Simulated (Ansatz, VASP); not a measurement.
# GaN in two plane-wave programs, part 2 of 2

Wanted: the spread between two codes on one cell, functional and k mesh. The cell is taken from a series of runs on this material, whose earlier steps may have relaxed, scaled, displaced or heated it; both programs get it as it stands.

VASP 6.6.1 and Ansatz 0.2.0.

So far. Step 5 (Ansatz: single point, LDA, pair 2): The run ends at a pressure of 14.32 GPa.

## (6) VASP: single point, LDA, pair 2 (continued)

Level of this step: LDA; plane waves and PAW (N, Ga_d) (VASP).

Numbers of over 12 decimals in the logs are rounded to 6 here.

From OUTCAR (step 6):

```text
  Total        1.9935661      1.9935661      1.9935661      0.0000000      0.0000000      0.0000000
  in kB      153.6987312    153.6987312    153.6987312      0.0000000      0.0000000      0.0000000
  external PRESSURE =     153.6987312 kB  Pullay stress =       0.0000000 kB

 POSITION                                       TOTAL-FORCE (eV/Angst)
 -----------------------------------------------------------------------------------
      1.09106      1.09106      1.09106        -0.000000     -0.000000     -0.000000
      0.00000      0.00000      0.00000         0.000000      0.000000      0.000000
 -----------------------------------------------------------------------------------
    total drift:                               -0.000001     -0.000001     -0.000001

  FREE ENERGIE OF THE ION-ELECTRON SYSTEM (eV)
  ---------------------------------------------------
  free  energy   TOTEN  =       -13.8867776070 eV

  energy  without entropy=      -13.8867776070  energy(sigma->0) =      -13.88677761

[... 1 part as in an earlier step ...]

[... 2 further parts left out ...]
[key lines of the parts left out:]
E-fermi :   7.3425
```

The run ends at a pressure of 15.37 GPa.

## (7) Side by side

Compared:

```
              quantity  Ansatz   VASP  difference
        pressure (GPa)   14.32  15.37       -1.05
gap on the k mesh (eV)   2.364  2.377      -0.012
```

A gap on the mesh is an upper bound, since the band edges may lie between its points.

## (8) VASP: single point, LDA, pair 3

With cell and atoms fixed, the geometry can't cause a difference; cores, projectors, grids and the points listed under the comparison can. The cell compared in this pair holds 20.34 Å³, against 20.78 Å³ for the pair before.

Input file INCAR:

```
SYSTEM = GaN
PREC = Accurate
ENCUT = 600
EDIFF = 1E-06
NELM = 120
ISMEAR = 0
SIGMA = 0.01
LREAL = .FALSE.
ALGO = Normal
GGA = PW92
NBANDS = 15
LORBIT = 11
LWAVE = .FALSE.
LCHARG = .FALSE.
ISIF = 2
LASPH = .TRUE.
GGA_COMPAT = .FALSE.
EFERMI = MIDGAP
```

Input file POSCAR:

```
GaN
1.0
    0.0000000000      2.1665413183      2.1665413183
    2.1665413183      0.0000000000      2.1665413183
    2.1665413183      2.1665413183      0.0000000000
N Ga
1 1
Direct
    0.2500000000      0.2500000000      0.2500000000
    0.0000000000      0.0000000000      0.0000000000
```

Input file KPOINTS:

```
Automatic mesh
0
Gamma
12 12 12
0 0 0
```

PAW data sets: N and Ga_d (LDA family, release 64).

Started as:

```
mpirun -np 1 vasp_std
```

What it wrote:

```text
[... set-up lines as in an earlier step ...]
 entering main loop
       N       E                     dE             d eps       ncg     rms          rms(c)
DAV:   1     0.866819105380E+02    0.86682E+02   -0.10337E+04  2440   0.245E+03
DAV:   2    -0.100869842504E+02   -0.96769E+02   -0.89917E+02  2511   0.364E+02
DAV:   3    -0.160428470153E+02   -0.59559E+01   -0.59273E+01  2447   0.755E+01
DAV:   4    -0.161117636728E+02   -0.68917E-01   -0.68893E-01  2709   0.834E+00
[...]
DAV:  11    -0.138356578810E+02    0.25793E-04   -0.13127E-04  3219   0.182E-01    0.874E-03
DAV:  12    -0.138356589773E+02   -0.10962E-05   -0.93620E-06  2524   0.359E-02    0.654E-03
DAV:  13    -0.138356589634E+02    0.13852E-07   -0.18001E-07  1507   0.916E-03
   1 F= -.13835659E+02 E0= -.13835659E+02  d E =0.000000E+00
```

OUTCAR, selected parts (step 8):

```text
  Total        2.7110419      2.7110419      2.7110419      0.0000000      0.0000000      0.0000000
  in kB      213.5580237    213.5580237    213.5580237      0.0000000      0.0000000      0.0000000
  external PRESSURE =     213.5580237 kB  Pullay stress =       0.0000000 kB

 POSITION                                       TOTAL-FORCE (eV/Angst)
 -----------------------------------------------------------------------------------
      1.08327      1.08327      1.08327        -0.000000     -0.000000     -0.000000
      0.00000      0.00000      0.00000         0.000000      0.000000      0.000000
 -----------------------------------------------------------------------------------
    total drift:                                0.000002      0.000002      0.000002

  FREE ENERGIE OF THE ION-ELECTRON SYSTEM (eV)
  ---------------------------------------------------
  free  energy   TOTEN  =       -13.8356589634 eV

  energy  without entropy=      -13.8356589634  energy(sigma->0) =      -13.83565896

[... 1 part as in an earlier step ...]

[... 2 further parts left out ...]
[key lines of the parts left out:]
E-fermi :   7.6796
```

The run ends at a pressure of 21.36 GPa.

## (9) Ansatz: single point, LDA, pair 3

The same cell, functional (in two slightly different forms) and mesh now go to Ansatz, which takes its cutoff from its data sets.

The cell is taken from a series of runs on this material, whose earlier steps may have relaxed, scaled, displaced or heated it; both programs get it as it stands.

Input file input.yaml:

```yaml
crystal:
  lattice:
    - [0.0, 2.1665413183, 2.1665413183]
    - [2.1665413183, 0.0, 2.1665413183]
    - [2.1665413183, 2.1665413183, 0.0]
  atoms:
    - { symbol: "N", position: [0.25, 0.25, 0.25] }
    - { symbol: Ga, position: [0.0, 0.0, 0.0] }
kpoints:
  mp_grid: { grid: [12, 12, 12] }
hamiltonian:
  xc: lda
  pseudopotentials: { kind: paw, azcp: { folder: soft_1 }, xc_functional: pbe }
scf:
  occupations: { method: fixed }
output:
  forces: true
  stress: true
  eigenvalues: true
```

Started as:

```
ansatz run input.yaml --threads 4 --pin off --max-ram 10240MiB --backend cpu --events-out ev --progress --plain --runs-dir out
```

What it wrote:

```text
[...]
Crystal: 2 atoms, lattice volume = 20.339 Å³
Basis set: ecut = 420 eV, 411 PW (Γ)
Bands: 13, of which v1, the nominal top of the filled ones, is band 9 counted from 1 (8 counted from 0)
Symmetry: 24 space group operations
[...]
k-points: 72 of 1728 (time reversal used)
[...]
--- Band table (eV; the first three rows and the last of 72) ---
  k-point 0: bands = [... 5 lower, -2.1428, 11.1803, 11.1803, 11.1803, 13.6842, 22.0511, 22.0511, 22.0511]
  k-point 1: bands = [... 5 lower, -2.1444, 10.3956, 11.0917, 11.0917, 14.2594, 21.6794, 22.1875, 22.1875]
  k-point 2: bands = [... 5 lower, -2.1456, 8.8457, 10.8609, 10.8609, 15.1850, 20.9805, 22.4549, 22.4549]
  k-point 71: bands = [... 5 lower, 0.1479, 4.9214, 6.8612, 6.8964, 17.5302, 20.6316, 22.2706, 22.5768]
[key lines of the parts left out:]
SCF converged after 7 iterations
Free energy (F): -4081.984253 eV
Fermi energy:    11.180259 eV
P = ⅓ Tr σ = 20.2098 GPa (202.098 kbar)
```

The run ends at a pressure of 20.21 GPa.

## (10) Differences

Both answers:

```
              quantity  Ansatz   VASP  difference
        pressure (GPa)   20.21  21.36       -1.15
gap on the k mesh (eV)   2.504  2.516      -0.012
```

A gap on the mesh is an upper bound, since the band edges may lie between its points.

## (11) Summary of results

```yaml
difference_in_gap_on_the_k_mesh_single_point_lda_pair_1: -0.014 eV
difference_in_pressure_single_point_lda_pair_1: -0.90 GPa
difference_in_pressure_single_point_lda_pair_2: -1.1 GPa
difference_in_pressure_single_point_lda_pair_3: -1.1 GPa
```

What this shows: The difference in pressure is -1.1 GPa (single point, LDA, pair 3), beyond the 1 GPa picked in this series as the mark of a large difference. What causes the difference of the single point, LDA, pair 2 pair stays open here. What causes the difference of the single point, LDA, pair 3 pair stays open here. 3 further runs of this series are not shown here. How closely two codes agree says nothing of how well the functional describes the real material.

[Lines on the potential files, build, host, timing and source positions are cut from VASP's logs without a mark.]

[Logs are printed without paths, hosts, clocks, repeated set-up lines and the standing remarks that a program may print on its own settings, such as how far it seeks lower states.]

[Hosts, paths, dates, database ids (printed as entryN), source tags and the programs' standing remarks are cut or masked in the printed files.]
